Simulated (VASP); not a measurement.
OSZICAR of a VASP run on SiO$_{2}$ (rutile):

**OSZICAR**
```
       N       E                     dE             d eps       ncg     rms          rms(c)
DAV:   1     0.134132832842E+03    0.13413E+03   -0.14403E+04  7304   0.526E+02
DAV:   2    -0.666323106802E+02   -0.20077E+03   -0.19050E+03  8672   0.180E+02
DAV:   3    -0.728519121416E+02   -0.62196E+01   -0.61546E+01  8496   0.265E+01
DAV:   4    -0.728715656637E+02   -0.19654E-01   -0.19651E-01  8448   0.161E+00
DAV:   5    -0.728716240045E+02   -0.58341E-04   -0.58340E-04  8312   0.855E-02    0.179E+01
DAV:   6    -0.599516493857E+02    0.12920E+02   -0.12652E+00  8104   0.723E+00    0.896E+00
DAV:   7    -0.584856983043E+02    0.14660E+01   -0.20825E+00  8412   0.557E+00    0.371E+00
DAV:   8    -0.628049105619E+02   -0.43192E+01   -0.52724E-01  7624   0.326E+00    0.170E+00
DAV:   9    -0.583963130940E+02    0.44086E+01   -0.24811E-01  7492   0.257E+00    0.727E-01
DAV:  10    -0.586531198724E+02   -0.25681E+00   -0.60781E-02  7408   0.116E+00    0.382E-01
DAV:  11    -0.587074466830E+02   -0.54327E-01   -0.30688E-03  8264   0.279E-01    0.194E-01
DAV:  12    -0.587860293070E+02   -0.78583E-01   -0.22739E-02  7716   0.704E-01    0.118E-01
DAV:  13    -0.587859183581E+02    0.11095E-03   -0.66255E-04  8232   0.114E-01    0.375E-02
DAV:  14    -0.587858639766E+02    0.54381E-04   -0.89174E-05  7956   0.431E-02    0.284E-02
DAV:  15    -0.587859771430E+02   -0.11317E-03   -0.61748E-05  7624   0.370E-02    0.127E-02
DAV:  16    -0.587860151198E+02   -0.37977E-04   -0.12492E-05  7852   0.154E-02    0.103E-02
DAV:  17    -0.587860150727E+02    0.47088E-07   -0.40261E-07  8264   0.292E-03
   1 F= -.58786015E+02 E0= -.58786015E+02  d E =-.591866E-23
 imaginary and real dielectric function
```

Task: Which electronic solver shows in the log?

Result: It is blocked Davidson (ALGO = Normal, or the opening steps of other solvers). The INCAR had ALGO = Normal.

Task: Can the final energy be trusted as converged?

Result: The run converged. It stopped with EDIFF = 1E-7, NELM = 100 (r2SCAN meta-GGA, plane waves, VASP's PBE PAW potentials (set 64)).

The compound is SiO2 in the rutile structure, stishovite, a high-pressure form. It was relaxed first.
